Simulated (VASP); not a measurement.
Output of a VASP run:

**OSZICAR**
```
       N       E                     dE             d eps       ncg     rms          rms(c)
DAV:   1     0.116528233953E+03    0.11653E+03   -0.76245E+03   980   0.131E+03
DAV:   2    -0.118380415436E+02   -0.12837E+03   -0.12593E+03  1004   0.347E+02
DAV:   3    -0.177969417392E+02   -0.59589E+01   -0.59136E+01  1368   0.852E+01
DAV:   4    -0.179754772504E+02   -0.17854E+00   -0.17806E+00  1228   0.129E+01
DAV:   5    -0.179814594399E+02   -0.59822E-02   -0.59817E-02  1400   0.199E+00    0.132E+01
DAV:   6    -0.162821019000E+02    0.16994E+01   -0.13884E+01  1154   0.545E+01    0.742E+00
DAV:   7    -0.181870777375E+02   -0.19050E+01   -0.27189E+01  1556   0.489E+01    0.212E+01
DAV:   8    -0.156978067976E+02    0.24893E+01   -0.14914E+01  1444   0.364E+01    0.166E+00
DAV:   9    -0.157209148543E+02   -0.23108E-01   -0.25233E-01  1308   0.465E+00    0.180E+00
DAV:  10    -0.157054917773E+02    0.15423E-01   -0.79952E-02  1436   0.347E+00    0.369E-01
DAV:  11    -0.157039773601E+02    0.15144E-02   -0.69755E-03  1196   0.986E-01    0.193E-01
DAV:  12    -0.157036811237E+02    0.29624E-03   -0.12360E-03  1454   0.263E-01    0.353E-02
DAV:  13    -0.157036696517E+02    0.11472E-04   -0.47701E-05  1112   0.708E-02    0.225E-02
DAV:  14    -0.157036652361E+02    0.44157E-05   -0.25398E-05  1382   0.483E-02    0.398E-03
DAV:  15    -0.157036650856E+02    0.15040E-06   -0.72254E-07   548   0.108E-02
   1 F= -.15703665E+02 E0= -.15623798E+02  d E =-.159734E+00
```

OUTCAR:
```
------------------------ aborting loop because EDIFF is reached ----------------------------------------
  FORCE on cell =-STRESS in cart. coord.  units (eV):
  Direction    XX          YY          ZZ          XY          YZ          ZX
  --------------------------------------------------------------------------------------
  Total        0.2416948      0.2416948      0.2416948      0.0000000     -0.0000000      0.0000000
  in kB       14.8848114     14.8848114     14.8848114      0.0000000     -0.0000000      0.0000000
  external PRESSURE =      14.8848114 kB  Pullay stress =       0.0000000 kB
  volume of cell :       26.02
      direct lattice vectors                 reciprocal lattice vectors
     2.963090000  0.000000000  0.000000000     0.337485530  0.000000000  0.000000000
     0.000000000  2.963090000  0.000000000     0.000000000  0.337485530  0.000000000
     0.000000000  0.000000000  2.963090000     0.000000000  0.000000000  0.337485530
 POSITION                                       TOTAL-FORCE (eV/Angst)
 -----------------------------------------------------------------------------------
      0.00000      0.00000      0.00000         0.000000      0.000000      0.000000
      1.48154      1.48154      1.48154         0.000000      0.000000      0.000000
 -----------------------------------------------------------------------------------
    total drift:                                0.000000     -0.000000      0.000000
  FREE ENERGIE OF THE ION-ELECTRON SYSTEM (eV)
  ---------------------------------------------------
  free  energy   TOTEN  =       -15.7036650856 eV

  energy  without entropy=      -15.5439315711  energy(sigma->0) =      -15.62379833
```
(Selected blocks of OUTCAR.)

**POSCAR**
```
TiCo
1
    2.9630900000     0.0000000000     0.0000000000
    0.0000000000     2.9630900000     0.0000000000
    0.0000000000     0.0000000000     2.9630900000
Ti Co
1 1
Direct
  0.0000000000   0.0000000000   0.0000000000
  0.5000000000   0.5000000000   0.5000000000
```

### Question
Reconstruct the remaining input files.

### Answer
Several could match; the one computed here: the input of the run itself, PBE GGA, plane waves, VASP's PBE PAW potentials (set 64).

### INCAR
```
SYSTEM = TiCo
PREC = Accurate
ENCUT = 300
EDIFF = 1E-6
NELM = 100
ALGO = Normal
LREAL = .FALSE.
LASPH = .TRUE.
ISMEAR = -1
SIGMA = 0.136
GGA = PE
LMAXMIX = 4
LWAVE = .FALSE.
LCHARG = .FALSE.
ISIF = 2
```

KPOINTS:
```
Regular mesh
0
gamma
  9 9 9
```

POTCAR, in this order: Ti_sv Co (PBE.64 set). Program: vasp_std.

At this cut-off the stress carries a Pulay error, which pulls relaxed volumes low.

The structure is a typed TiCo crystal (Pm-3m). The cell was not relaxed at this level. The run is not spin-polarised, so no magnetic state was tried. The electron count is odd and the run is not spin-polarised, which forces a metal.
